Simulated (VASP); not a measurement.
```xyz
1
Lattice="0.0000 2.7400 2.7400 2.7400 0.0000 2.7400 2.7400 2.7400 0.0000" Properties=species:S:1:pos:R:3 pbc="T T T"
Yb     0.0000     0.0000     0.0000
```

Computed with PBEsol GGA, VASP's PBE PAW potentials (set 64) (plane waves; VASP). Numerical set-up: 520 eV cut-off, 10×10×10 Γ-centred mesh, first-order Methfessel-Paxton smearing of 0.10 eV, potentials Yb_2.

The 4f electrons are frozen in the core of the lanthanide potential, so 4f levels, which can set the real gap, and their magnetism are missing. Energy and stress use the plane-wave basis of the starting cell.

### Question
The ions, cell shape and volume are relaxed. What does this cell relax into?

### Answer

```xyz
1
Lattice="0.0000 2.6409 2.6409 2.6409 0.0000 2.6409 2.6409 2.6409 0.0000" Properties=species:S:1:pos:R:3 pbc="T T T"
Yb     2.6409     5.2819     2.6409
```
Space group Fm-3m (225), at a tolerance of 0.03 Å.

### Question
How do energy and volume change from the first to the last step?

### Answer
The energy (σ→0) changes by -23.1 meV/atom and the volume by -10.5 %, in 4 ionic steps.

```tsv
step	E(σ→0) (eV)	max force (eV/Å)	pressure (GPa)	volume (Å³)
1	-1.7254	0.000	-1.54	41.14
2	-1.7432	0.000	-0.84	38.83
3	-1.7484	0.000	-0.13	37.13
4	-1.7485	0.000	-0.01	36.84
```

The compound is Yb in the fcc structure. This run relaxes it. Symmetry was kept, so distortions that lower it aren't found.
